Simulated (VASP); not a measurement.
OSZICAR of a VASP run on Al₃Pd (ordered alloy cell):

File OSZICAR:
```
       N       E                     dE             d eps       ncg     rms          rms(c)
DAV:   1     0.468080047868E+02    0.46808E+02   -0.64452E+03  3434   0.963E+02
DAV:   2    -0.184425461771E+02   -0.65251E+02   -0.61550E+02  3889   0.181E+02
DAV:   3    -0.205003830580E+02   -0.20578E+01   -0.20123E+01  4348   0.318E+01
DAV:   4    -0.205166906325E+02   -0.16308E-01   -0.16297E-01  3894   0.322E+00
DAV:   5    -0.205169019252E+02   -0.21129E-03   -0.21128E-03  4370   0.373E-01    0.902E+00
DAV:   6    -0.202240455780E+02    0.29286E+00   -0.83903E+00  3925   0.283E+01    0.504E+00
DAV:   7    -0.198642787145E+02    0.35977E+00   -0.18863E+00  3883   0.160E+01    0.221E+00
DAV:   8    -0.198358139920E+02    0.28465E-01   -0.94558E-02  3989   0.224E+00    0.771E-01
DAV:   9    -0.198266075019E+02    0.92065E-02   -0.28428E-02  4073   0.185E+00    0.185E-01
DAV:  10    -0.198262783421E+02    0.32916E-03   -0.18997E-03  3994   0.458E-01    0.103E-01
DAV:  11    -0.198262395955E+02    0.38747E-04   -0.90339E-05  4032   0.951E-02    0.646E-02
DAV:  12    -0.198262232451E+02    0.16350E-04   -0.11495E-04  4160   0.105E-01    0.223E-02
DAV:  13    -0.198262227007E+02    0.54434E-06   -0.12575E-05  3938   0.348E-02    0.907E-03
DAV:  14    -0.198262227362E+02   -0.35532E-07   -0.34703E-07  2012   0.475E-03
   1 F= -.19826223E+02 E0= -.19826227E+02  d E =-.198262E+02
       N       E                     dE             d eps       ncg     rms          rms(c)
DAV:   1    -0.198408987135E+02   -0.14676E-01   -0.38040E-01  3764   0.551E+00    0.605E-01
DAV:   2    -0.198336739968E+02    0.72247E-02   -0.32651E-02  3969   0.206E+00    0.280E-01
DAV:   3    -0.198319329668E+02    0.17410E-02   -0.78920E-03  3941   0.922E-01    0.144E-01
DAV:   4    -0.198313300113E+02    0.60296E-03   -0.14368E-03  3834   0.398E-01    0.505E-02
DAV:   5    -0.198312975070E+02    0.32504E-04   -0.15321E-04  3934   0.955E-02    0.247E-02
DAV:   6    -0.198312949032E+02    0.26037E-05   -0.18940E-05  3919   0.391E-02    0.858E-03
DAV:   7    -0.198312946894E+02    0.21383E-06   -0.20843E-06  2146   0.170E-02
   2 F= -.19831295E+02 E0= -.19831316E+02  d E =-.507195E-02
       N       E                     dE             d eps       ncg     rms          rms(c)
DAV:   1    -0.198342293852E+02   -0.29345E-02   -0.90076E-02  3774   0.268E+00    0.295E-01
DAV:   2    -0.198325234709E+02    0.17059E-02   -0.79657E-03  4004   0.102E+00    0.136E-01
DAV:   3    -0.198320992733E+02    0.42420E-03   -0.18896E-03  3918   0.454E-01    0.699E-02
DAV:   4    -0.198319569965E+02    0.14228E-03   -0.33155E-04  3824   0.189E-01    0.240E-02
DAV:   5    -0.198319491611E+02    0.78354E-05   -0.35365E-05  3974   0.459E-02    0.121E-02
DAV:   6    -0.198319483318E+02    0.82929E-06   -0.47016E-06  3324   0.199E-02
   3 F= -.19831948E+02 E0= -.19832031E+02  d E =-.572560E-02
       N       E                     dE             d eps       ncg     rms          rms(c)
DAV:   1    -0.198364236080E+02   -0.44744E-02   -0.64695E-02  3897   0.278E+00    0.443E-01
DAV:   2    -0.198343531718E+02    0.20704E-02   -0.55096E-02  3928   0.260E+00    0.298E-01
DAV:   3    -0.198320972404E+02    0.22559E-02   -0.99346E-03  3864   0.113E+00    0.507E-02
DAV:   4    -0.198320808550E+02    0.16385E-04   -0.36014E-04  3694   0.149E-01    0.256E-02
DAV:   5    -0.198320712337E+02    0.96213E-05   -0.44808E-05  4072   0.736E-02    0.993E-03
DAV:   6    -0.198320720181E+02   -0.78445E-06   -0.43175E-06  3489   0.210E-02
   4 F= -.19832072E+02 E0= -.19832187E+02  d E =-.123686E-03
       N       E                     dE             d eps       ncg     rms          rms(c)
DAV:   1    -0.198327876208E+02   -0.71639E-03   -0.93861E-03  3887   0.106E+00    0.167E-01
DAV:   2    -0.198324837064E+02    0.30391E-03   -0.76155E-03  3933   0.980E-01    0.111E-01
DAV:   3    -0.198321679152E+02    0.31579E-03   -0.13983E-03  3866   0.419E-01    0.203E-02
DAV:   4    -0.198321635166E+02    0.43986E-05   -0.45626E-05  3689   0.534E-02    0.963E-03
DAV:   5    -0.198321614857E+02    0.20309E-05   -0.58935E-06  3777   0.263E-02    0.392E-03
DAV:   6    -0.198321612829E+02    0.20279E-06   -0.70716E-07  1807   0.936E-03
   5 F= -.19832161E+02 E0= -.19832264E+02  d E =-.212951E-03
       N       E                     dE             d eps       ncg     rms          rms(c)
DAV:   1    -0.198321644395E+02   -0.29538E-05   -0.43111E-05  3957   0.709E-02    0.117E-02
DAV:   2    -0.198321631388E+02    0.13007E-05   -0.38382E-05  3958   0.692E-02    0.789E-03
DAV:   3    -0.198321613253E+02    0.18135E-05   -0.70009E-06  3758   0.297E-02    0.134E-03
DAV:   4    -0.198321612476E+02    0.77664E-07   -0.22189E-07  1732   0.387E-03
   6 F= -.19832161E+02 E0= -.19832263E+02  d E =-.212916E-03
       N       E                     dE             d eps       ncg     rms          rms(c)
DAV:   1    -0.198322047985E+02   -0.43473E-04   -0.46754E-04  3437   0.207E-01    0.208E-02
DAV:   2    -0.198321991326E+02    0.56659E-05   -0.11003E-04  3836   0.123E-01    0.130E-02
DAV:   3    -0.198321953051E+02    0.38274E-05   -0.18378E-05  3944   0.483E-02    0.374E-03
DAV:   4    -0.198321951488E+02    0.15633E-06   -0.12486E-06  2007   0.889E-03
   7 F= -.19832195E+02 E0= -.19832297E+02  d E =-.339012E-04
```

**Question.** Which electronic solver shows in the log?

**Answer.** It is blocked Davidson (ALGO = Normal, or the opening steps of other solvers). The INCAR had ALGO = Normal.

**Question.** Can the final energy be trusted as converged?

**Answer.** The run converged. It stopped with EDIFF = 1E-6, NELM = 100, NSW = 60 and EDIFFG = -0.02 after 7 ionic steps (PBEsol GGA, plane waves, VASP's PBE PAW potentials (set 64)).

The structure was generated: Al3Pd was put into an ordered model structure (R-3m), which need not be its known phase. This run relaxes it. Symmetry was kept, so distortions that lower it aren't found. The start is the result of an earlier pass. The electron count is odd and the run is not spin-polarised, which forces a metal.
